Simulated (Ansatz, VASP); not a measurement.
# PtS2 in two plane-wave programs, part 3 of 3

One calculation is typed for both programs; each brings its own data sets. How far apart do they land? Of the first pair: The structure shown is the end of the Ansatz relaxation below.

VASP 6.6.1 and Ansatz 0.2.0.

So far. Step 3 (VASP: single point, PBE with D3(BJ), relaxed cell, pair …): The run ends at a pressure of -0.16 GPa, with forces up to 0.041 eV/Å.

## 7. VASP: single point, PBE with D3(BJ), start cell, pair 2

Level of this step: PBE with D3(BJ); plane waves and PAW (Pt, S) (VASP).

The same cell, functional, mesh and smearing now go to VASP, with its own data sets.

Contents of INCAR:

```
SYSTEM = PtS2
PREC = Accurate
ENCUT = 400
EDIFF = 1E-06
NELM = 120
ISMEAR = 0
SIGMA = 0.02
LREAL = .FALSE.
ALGO = Normal
GGA = PE
IVDW = 12
NBANDS = 84
LASPH = .TRUE.
LORBIT = 11
LWAVE = .FALSE.
LCHARG = .FALSE.
ISIF = 2
LDIPOL = .TRUE.
IDIPOL = 3
DIPOL = 0.5 0.5 0.276
LVHAR = .TRUE.
GGA_COMPAT = .FALSE.
EFERMI = MIDGAP
NELMDL = -8
KPAR = 4
```

Contents of POSCAR:

```
PtS2
1.0
    3.5400000000      0.0000000000      0.0000000000
   -1.7700000000      3.0657300000      0.0000000000
    0.0000000000      0.0000000000     79.0000420000
Pt S
6 12
Direct
    0.0000000000      0.0000000000      0.1164555330
    0.0000000000      0.0000000000      0.1802533472
    0.0000000000      0.0000000000      0.2440505918
    0.0000000000      0.0000000000      0.3078478490
    0.0000000000      0.0000000000      0.3716450936
    0.0000000000      0.0000000000      0.4354429077
    0.3333333333      0.6666666667      0.1316454363
    0.6666666667      0.3333333333      0.1012656424
    0.3333333333      0.6666666667      0.1954426936
    0.6666666667      0.3333333333      0.1650634439
    0.3333333333      0.6666666667      0.2592404951
    0.6666666667      0.3333333333      0.2288606885
    0.3333333333      0.6666666667      0.3230377523
    0.6666666667      0.3333333333      0.2926579457
    0.3333333333      0.6666666667      0.3868349969
    0.6666666667      0.3333333333      0.3564557472
    0.3333333333      0.6666666667      0.4506327984
    0.6666666667      0.3333333333      0.4202530044
```

Contents of KPOINTS:

```
Automatic mesh
0
Gamma
9 9 1
0 0 0
```

The projector-augmented-wave data sets are Pt and S (PBE family, release 64).

On the command line:

```console
$ mpirun -np 4 vasp_std
```

Numbers of over 12 decimals in the logs are rounded to 6 here.

Output:

```text
[banner, memory and clock lines left out]
running    4 mpi-ranks, on    1 nodes
[...]
[... a notice as in an earlier step ...]

 LDA part: xc-table for (Slater+PW92), standard interpolation
 [... a notice as in an earlier step ...]

 POSCAR, INCAR and KPOINTS ok, starting setup
[...]
entering main loop
       N       E                     dE             d eps       ncg     rms          rms(c)
DAV:   1     0.959253451091E+03    0.95925E+03   -0.45449E+04  2072   0.103E+03
DAV:   2     0.139816931573E+02   -0.94527E+03   -0.90180E+03  2704   0.237E+02
DAV:   3    -0.965033860150E+02   -0.11049E+03   -0.10770E+03  2368   0.840E+01
DAV:   4    -0.100291957843E+03   -0.37886E+01   -0.37375E+01  2544   0.169E+01
[...]
DAV:  18    -0.922132456921E+02    0.32622E-04   -0.87321E-05  2332   0.334E-02    0.848E-02
DAV:  19    -0.922132482562E+02   -0.25641E-05   -0.25526E-05  2360   0.150E-02    0.428E-02
DAV:  20    -0.922132491647E+02   -0.90847E-06   -0.18912E-06  1436   0.627E-03
   1 F= -.99383903E+02 E0= -.99383903E+02  d E =0.000000E+00
```

From OUTCAR (step 7):

```text
 Edisp (eV)   -7.17065

  Total       7.00690     7.00690     4.07594     0.00000     0.00000    -0.00000
  in kB      13.09398    13.09398     7.61682     0.00000     0.00000    -0.00000
  external pressure =       11.27 kB  Pullay stress =        0.00 kB

 POSITION                                       TOTAL-FORCE (eV/Angst)
 -----------------------------------------------------------------------------------
      0.00000      0.00000      9.19999        -0.000000     -0.000000      0.243839
      0.00000      0.00000     14.24002        -0.000000     -0.000000      0.005894
      0.00000      0.00000     19.28001        -0.000000     -0.000000      0.000176
      0.00000      0.00000     24.31999        -0.000000      0.000000     -0.000176
      0.00000      0.00000     29.35998        -0.000000     -0.000000     -0.005894
      0.00000      0.00000     34.40001        -0.000000     -0.000000     -0.243839
     -0.00000      2.04382     10.39999         0.000000     -0.000000      0.423551
      1.77000      1.02191      7.99999        -0.000000     -0.000000     -0.566903
     -0.00000      2.04382     15.43998         0.000000     -0.000000      0.466675
      1.77000      1.02191     13.04002         0.000000      0.000000     -0.462010
     -0.00000      2.04382     20.48001        -0.000000      0.000000      0.465872
      1.77000      1.02191     18.08000         0.000000     -0.000000     -0.465718
     -0.00000      2.04382     25.52000         0.000000     -0.000000      0.465718
      1.77000      1.02191     23.11999         0.000000      0.000000     -0.465872
[...]
-----------------------------------------------------------------------------------
    total drift:                               -0.000000     -0.000000     -0.000220

  FREE ENERGIE OF THE ION-ELECTRON SYSTEM (eV)
  ---------------------------------------------------
  free  energy   TOTEN  =       -99.3839033428 eV

  energy  without entropy=      -99.3839033428  energy(sigma->0) =      -99.38390334

[... 1 part as in an earlier step ...]

[... 2 further parts left out ...]
[key lines of the parts left out:]
E-fermi :  -0.3982
```

The run ends at a pressure of 1.13 GPa, with forces up to 0.57 eV/Å.

## 8. Comparison

What differs besides the data sets and the points named for the pairs above, as far as they apply: the data sets hold 180 valence electrons in Ansatz (on its PAW soft_1 files) and 132 in VASP; Ansatz takes its cutoff from its data sets, VASP runs at 400 eV. Total energies have different zeros and are not compared.

Forces on 9 of the 18 atoms, those with the largest forces and the largest differences (eV/Å; atoms numbered as in POSCAR):

| atom | Ansatz x, y, z | VASP x, y, z |
| --- | --- | --- |
| S8 | 0.000, 0.000, -0.610 | 0.000, 0.000, -0.567 |
| S9 | 0.000, 0.000, 0.510 | 0.000, 0.000, 0.467 |
| S10 | 0.000, 0.000, -0.506 | 0.000, 0.000, -0.462 |
| S11 | 0.000, 0.000, 0.509 | 0.000, 0.000, 0.466 |
| S12 | 0.000, 0.000, -0.509 | 0.000, 0.000, -0.466 |
| S13 | 0.000, 0.000, 0.509 | 0.000, 0.000, 0.466 |
| S15 | 0.000, 0.000, 0.506 | 0.000, 0.000, 0.462 |
| S16 | 0.000, 0.000, -0.510 | 0.000, 0.000, -0.467 |
| S17 | 0.000, 0.000, 0.610 | 0.000, 0.000, 0.567 |

The forces differ by 20 meV/Å r.m.s., which is 8.9 % of the r.m.s. force of 0.230 eV/Å (both taken over all components). VASP's last cycles still show a density residual of 4e-03, so its state may not be settled. With vacuum in the cell, a pressure given here is an average over mostly empty space and none of the material.

## 9. Ansatz: relaxation, PBE with D3(BJ)

This run makes the geometry at which the two programs are then compared.

The structure compared here is the end of the Ansatz relaxation.

Contents of input.yaml:

```yaml
crystal:
  lattice:
    - [3.54, 0.0, 0.0]
    - [-1.77, 3.06573, 0.0]
    - [0.0, 0.0, 43.6]
  atoms:
    - { symbol: Pt, position: [0.0, 0.0, 0.211009] }
    - { symbol: S, position: [0.333333, 0.666667, 0.238532] }
    - { symbol: S, position: [0.666667, 0.333333, 0.183486] }
    - { symbol: Pt, position: [0.0, 0.0, 0.326606] }
    - { symbol: S, position: [0.333333, 0.666667, 0.354128] }
    - { symbol: S, position: [0.666667, 0.333333, 0.299083] }
    - { symbol: Pt, position: [0.0, 0.0, 0.442202] }
    - { symbol: S, position: [0.333333, 0.666667, 0.469725] }
    - { symbol: S, position: [0.666667, 0.333333, 0.414679] }
    - { symbol: Pt, position: [0.0, 0.0, 0.557798] }
    - { symbol: S, position: [0.333333, 0.666667, 0.585321] }
    - { symbol: S, position: [0.666667, 0.333333, 0.530275] }
    - { symbol: Pt, position: [0.0, 0.0, 0.673394] }
    - { symbol: S, position: [0.333333, 0.666667, 0.700917] }
    - { symbol: S, position: [0.666667, 0.333333, 0.645872] }
    - { symbol: Pt, position: [0.0, 0.0, 0.788991] }
    - { symbol: S, position: [0.333333, 0.666667, 0.816514] }
    - { symbol: S, position: [0.666667, 0.333333, 0.761468] }
  periodic: [true, true, false]
kpoints:
  mp_grid: { grid: [9, 9, 1] }
hamiltonian:
  xc: pbe
  dispersion: d3bj
  pseudopotentials: { kind: paw, azcp: { folder: soft_1 } }
scf:
  occupations: { method: gaussian, width: 0.02 }
output:
  forces: true
  stress: true
  eigenvalues: true
relax:
  adjacent_minimum: "off"
  f_tol: 0.004
  max_steps: 80
  cell: { stress_2d_tol: 0.01 }
```

On the command line:

```console
$ ansatz run input.yaml --threads 8 --pin off --max-ram 20480MiB --backend cpu --events-out ev --progress --plain --runs-dir out
```

Output:

```text
[...]
SCF converged after 12 iterations
Free energy (F): -85986.518685 eV
[...]
Internal energy: -85986.518685 eV  (E = F + TS)
E sigma→0 (E₀):  -85986.518685 eV
Fermi energy:    -5.023149 eV
[...]
--- Forces (eV/Å), atoms counted from 1 ---
  atom   1  Pt    -0.00000000     0.00000000    -0.00004503
[...]
- { symbol: S, position: [0.333333, 0.666667, 0.320930] }
    - { symbol: S, position: [0.666667, 0.333333, 0.290285] }
[...]
- { symbol: S, position: [0.333333, 0.666667, 0.380162] }
    - { symbol: S, position: [0.666667, 0.333333, 0.349507] }
    - { symbol: Pt, position: [-3.71868136340355e-17, -1.0624803895438686e-17, 0.424302] }
    - { symbol: S, position: [0.333333, 0.666667, 0.439914] }
    - { symbol: S, position: [0.666667, 0.333333, 0.409097] }
[key lines of the parts left out:]
P = ½ c Tr σ = -0.0089 N/m
```

## 10. VASP: single point, PBE with D3(BJ), relaxed cell, pair 3

The same cell, functional, mesh and smearing now go to VASP, with its own data sets.

INCAR is that of step 7.

Contents of POSCAR:

```
PtS2
1.0
    3.5754083734      0.0000000000      0.0000000000
   -1.7877041867      3.0963944802      0.0000000000
    0.0000000000      0.0000000000     79.0000416000
Pt S
6 12
Direct
    0.0000000000      0.0000000000      0.1275969069
    0.0000000000      0.0000000000      0.1870737042
    0.0000000000      0.0000000000      0.2462903711
    0.0000000000      0.0000000000      0.3056080726
    0.0000000000      0.0000000000      0.3648247394
    0.0000000000      0.0000000000      0.4243015367
    0.3333333333      0.6666666667      0.1428015370
    0.6666666667      0.3333333333      0.1119844896
    0.3333333333      0.6666666667      0.2023916574
    0.6666666667      0.3333333333      0.1717365891
    0.3333333333      0.6666666667      0.2616138771
    0.6666666667      0.3333333333      0.2309687517
    0.3333333333      0.6666666667      0.3209296919
    0.6666666667      0.3333333333      0.2902845665
    0.3333333333      0.6666666667      0.3801618545
    0.6666666667      0.3333333333      0.3495067863
    0.3333333333      0.6666666667      0.4399139540
    0.6666666667      0.3333333333      0.4090969067
```

KPOINTS is that of step 7.

On the command line:

```console
$ mpirun -np 4 vasp_std
```

Output:

```text
[... set-up lines as in an earlier step ...]
 entering main loop
       N       E                     dE             d eps       ncg     rms          rms(c)
DAV:   1     0.969188879185E+03    0.96919E+03   -0.45010E+04  2080   0.102E+03
DAV:   2     0.174405887900E+02   -0.95175E+03   -0.90644E+03  2732   0.235E+02
DAV:   3    -0.958274180121E+02   -0.11327E+03   -0.11018E+03  2400   0.847E+01
DAV:   4    -0.998025843786E+02   -0.39752E+01   -0.39133E+01  2524   0.172E+01
[...]
DAV:  22    -0.920553389269E+02   -0.29273E-05   -0.14257E-06  1428   0.420E-03    0.484E-03
DAV:  23    -0.920553401499E+02   -0.12231E-05   -0.26298E-07  1372   0.172E-03    0.581E-03
DAV:  24    -0.920553405944E+02   -0.44450E-06   -0.14219E-07  1288   0.113E-03
   1 F= -.99586144E+02 E0= -.99586144E+02  d E =-.438425E-29
```

Parts of OUTCAR (step 10):

```text
 Edisp (eV)   -7.53080

  Total      -1.04362    -1.04362    -0.59426     0.00000     0.00000     0.00000
  in kB      -1.91180    -1.91180    -1.08862     0.00000     0.00000     0.00000
  external pressure =       -1.64 kB  Pullay stress =        0.00 kB

 POSITION                                       TOTAL-FORCE (eV/Angst)
 -----------------------------------------------------------------------------------
      0.00000      0.00000     10.08016         0.000000     -0.000000     -0.006803
      0.00000      0.00000     14.77883        -0.000000      0.000000     -0.000315
      0.00000      0.00000     19.45695        -0.000000     -0.000000      0.000191
      0.00000      0.00000     24.14305        -0.000000      0.000000     -0.000191
      0.00000      0.00000     28.82117         0.000000      0.000000      0.000315
      0.00000      0.00000     33.51984        -0.000000     -0.000000      0.006803
     -0.00000      2.06426     11.28133         0.000000      0.000000     -0.038475
      1.78770      1.03213      8.84678        -0.000000      0.000000      0.039392
     -0.00000      2.06426     15.98895         0.000000     -0.000000     -0.041019
      1.78770      1.03213     13.56720        -0.000000      0.000000      0.041225
     -0.00000      2.06426     20.66751        -0.000000     -0.000000     -0.040984
      1.78770      1.03213     18.24654         0.000000     -0.000000      0.041060
     -0.00000      2.06426     25.35346        -0.000000      0.000000     -0.041060
      1.78770      1.03213     22.93249         0.000000      0.000000      0.040984
[...]
-----------------------------------------------------------------------------------
    total drift:                                0.000000      0.000000     -0.000045

  FREE ENERGIE OF THE ION-ELECTRON SYSTEM (eV)
  ---------------------------------------------------
  free  energy   TOTEN  =       -99.5861435798 eV

  energy  without entropy=      -99.5861435798  energy(sigma->0) =      -99.58614358

[... 1 part as in an earlier step ...]

[... 2 further parts left out ...]
[key lines of the parts left out:]
E-fermi :  -0.3807
```

The run ends at a pressure of -0.16 GPa, with forces up to 0.041 eV/Å.

## 11. Comparison

What differs besides the data sets and the points named for the pairs above, as far as they apply: the data sets hold 180 valence electrons in Ansatz (on its PAW soft_1 files) and 132 in VASP. Total energies have different zeros and are not compared.

The two programs side by side:

| quantity | Ansatz | VASP | difference |
| --- | --- | --- | --- |
| gap on the k mesh (eV) | 0.299 | 0.311 | -0.012 |

At this near-relaxed geometry the largest component of a force difference is 41 meV/Å. A gap on the mesh is an upper bound, since the band edges may lie between its points; neither run holds spin-orbit coupling, which can move the band edges of a compound of Pt. With vacuum in the cell, a pressure given here is an average over mostly empty space and none of the material.

## 12. Outcome

```json
{
 "r.m.s. force difference (single point, PBE with D3(BJ), relaxed cell, pair 1)": "19 meV/Å",
 "r.m.s. force difference (single point, PBE with D3(BJ), start cell, pair 2)": "8.9 % of the r.m.s. force",
 "r.m.s. force difference (single point, PBE with D3(BJ), relaxed cell, pair 3)": "19 meV/Å"
}
```

**Reading.** The r.m.s. force difference is 8.9 % of the r.m.s. force (single point, PBE with D3(BJ), start cell, pair 2), beyond the 3 % picked in this series as the mark of a large difference. The data sets hold unlike numbers of valence electrons (180 in Ansatz and 132 in VASP), so part of the differences comes from the potentials. Single point, PBE with D3(BJ), relaxed cell, pair 1, VASP with the data sets Pt_sv_GW and S and a cutoff of 430 eV: r.m.s. force difference goes from 19 to 7.2 meV/Å. What causes the difference of the single point, PBE with D3(BJ), start cell, pair 2 pair stays open here. What causes the difference of the single point, PBE with D3(BJ), relaxed cell, pair 3 pair stays open here. How closely two codes agree says nothing of how well the functional describes the real material.

[Lines on the potential files, build, host, timing and source positions are cut from VASP's logs without a mark.]

[Logs are printed without paths, hosts, clocks, repeated set-up lines and the standing remarks that a program may print on its own settings, such as how far it seeks lower states.]

[Hosts, paths, dates, database ids (printed as entryN), source tags and the programs' standing remarks are cut or masked in the printed files.]
